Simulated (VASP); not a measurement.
Energy against volume of SrO (rock salt). Computed with HSEsol screened hybrid, VASP's PBE PAW potentials (set 64) (plane waves; VASP). Settings: 520 eV cut-off, 6×6×6 Γ-centred mesh, Gaussian smearing of 0.050 eV, potentials Sr_sv O.

| V (Å³/atom) | E (eV/atom) |
|---|---|
| 16.567 | -7.33491 |
| 17.096 | -7.33312 |
| 17.625 | -7.32203 |
| 18.153 | -7.30320 |

### Question
Fit these four points and predict the energy of the run at 16.038 Å³/atom.

### Answer
A cubic in V^(−2/3), the third-order Birch-Murnaghan form, passes through the four points with V0 = 16.74 Å³/atom and B0 = 100 GPa, and gives -7.3256 eV/atom there. The run gave -7.3257 eV/atom, -0.1 meV/atom from the fit; all five points give B0 = 100 GPa.

The compound is SrO in the rock salt structure. It was relaxed first. The cell's shape comes from a PBE relaxation.
